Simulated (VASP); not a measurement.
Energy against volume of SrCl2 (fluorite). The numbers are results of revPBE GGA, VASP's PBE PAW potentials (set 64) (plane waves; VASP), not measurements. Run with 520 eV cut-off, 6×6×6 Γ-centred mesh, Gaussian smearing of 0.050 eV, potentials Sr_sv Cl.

```json
[
 {"V (Å³/atom)": "28.612", "E (eV/atom)": "-4.03932"},
 {"V (Å³/atom)": "29.525", "E (eV/atom)": "-4.04857"},
 {"V (Å³/atom)": "30.438", "E (eV/atom)": "-4.05182"},
 {"V (Å³/atom)": "31.351", "E (eV/atom)": "-4.04998"}
]
```

**Question.** Fit these four points and predict the energy of the run at 32.264 Å³/atom.

**Answer.** A cubic in V^(−2/3), the third-order Birch-Murnaghan form, passes through the four points with V0 = 30.54 Å³/atom and B0 = 29 GPa, and gives -4.0438 eV/atom there. The run gave -4.0439 eV/atom, -0.0 meV/atom from the fit; all five points give B0 = 29 GPa.

The compound is SrCl2 in the fluorite structure. It was relaxed first, which changed the volume by +8 %.
